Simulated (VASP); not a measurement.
Output of a VASP run:

**OSZICAR**
```
       N       E                     dE             d eps       ncg     rms          rms(c)
DAV:   1     0.119430969298E+03    0.11943E+03   -0.93978E+03  1352   0.133E+03
DAV:   2    -0.831938874274E+01   -0.12775E+03   -0.12324E+03  1452   0.350E+02
DAV:   3    -0.107541461297E+02   -0.24348E+01   -0.23544E+01  1616   0.491E+01
DAV:   4    -0.107798305989E+02   -0.25684E-01   -0.25672E-01  1488   0.489E+00
DAV:   5    -0.107805158589E+02   -0.68526E-03   -0.68524E-03  1708   0.727E-01    0.124E+01
DAV:   6    -0.102181328921E+02    0.56238E+00   -0.35323E+00  1416   0.215E+01    0.238E+00
DAV:   7    -0.101507309348E+02    0.67402E-01   -0.26948E-01  1412   0.622E+00    0.212E+00
DAV:   8    -0.101366346287E+02    0.14096E-01   -0.16145E-02  1460   0.129E+00    0.184E-01
DAV:   9    -0.101365699503E+02    0.64678E-04   -0.21891E-04  1620   0.141E-01    0.119E-01
DAV:  10    -0.101365704372E+02   -0.48697E-06   -0.31702E-05  1580   0.723E-02    0.890E-03
DAV:  11    -0.101365698669E+02    0.57031E-06   -0.12229E-06   992   0.148E-02
   1 F= -.10136570E+02 E0= -.10136096E+02  d E =-.101366E+02
```

OUTCAR:
```
------------------------ aborting loop because EDIFF is reached ----------------------------------------
  FORCE on cell =-STRESS in cart. coord.  units (eV):
  Direction    XX          YY          ZZ          XY          YZ          ZX
  --------------------------------------------------------------------------------------
  Total        0.0114497      0.0114497      0.0114497      0.0000000      0.0000000      0.0000000
  in kB        0.6862635      0.6862635      0.6862635      0.0000000      0.0000000      0.0000000
  external PRESSURE =       0.6862635 kB  Pullay stress =       0.0000000 kB
  volume of cell :       26.73
      direct lattice vectors                 reciprocal lattice vectors
     2.990000000  0.000000000  0.000000000     0.334448161  0.000000000  0.000000000
     0.000000000  2.990000000  0.000000000     0.000000000  0.334448161  0.000000000
     0.000000000  0.000000000  2.990000000     0.000000000  0.000000000  0.334448161
 POSITION                                       TOTAL-FORCE (eV/Angst)
 -----------------------------------------------------------------------------------
      1.49500      1.49500      1.49500         0.000000      0.000000      0.000000
      0.00000      0.00000      0.00000         0.000000      0.000000      0.000000
 -----------------------------------------------------------------------------------
    total drift:                                0.000000      0.000000      0.000000
  FREE ENERGIE OF THE ION-ELECTRON SYSTEM (eV)
  ---------------------------------------------------
  free  energy   TOTEN  =       -10.1365698669 eV

  energy  without entropy=      -10.1351493892  energy(sigma->0) =      -10.13609637

 reached required accuracy - stopping structural energy minimisation
```
(Selected blocks of OUTCAR.)

File POSCAR:
```
RuAl
1
    2.9900000000     0.0000000000     0.0000000000
    0.0000000000     2.9900000000     0.0000000000
    0.0000000000     0.0000000000     2.9900000000
Al Ru
1 1
Direct
  0.5000000000   0.5000000000   0.5000000000
  0.0000000000   0.0000000000   0.0000000000
```

Reconstruct the remaining input files.

Several could match; the one computed here: the input of the run itself, optB86b-vdW, plane waves, VASP's PBE PAW potentials (set 64).

### KPOINTS
```
K-points
0
gamma
 11 11 11
```

### INCAR
```
# general
SYSTEM  =RuAl
PREC    =Accurate
ENCUT   =520
LREAL   =F
LASPH   =T

# electronic loop
EDIFF   =1E-6
NELM    =100
ALGO    =Normal
LMAXMIX =4

# smearing
ISMEAR  =1
SIGMA   =0.1

# functional
GGA     =MK
LUSE_VDW=T
AGGAC   =0.0
PARAM1  =0.1234
PARAM2  =1.0

# ions
IBRION  =2
NSW     =60
ISIF    =3
EDIFFG  =-0.01

# output
LWAVE   =F
LCHARG  =F
```

POTCAR, in this order: Al Ru_pv (PBE.64 set). Program: vasp_std.

The compound is RuAl in the CsCl type structure. The cell was not relaxed at this level. The electron count is odd and the run is not spin-polarised, which forces a metal.
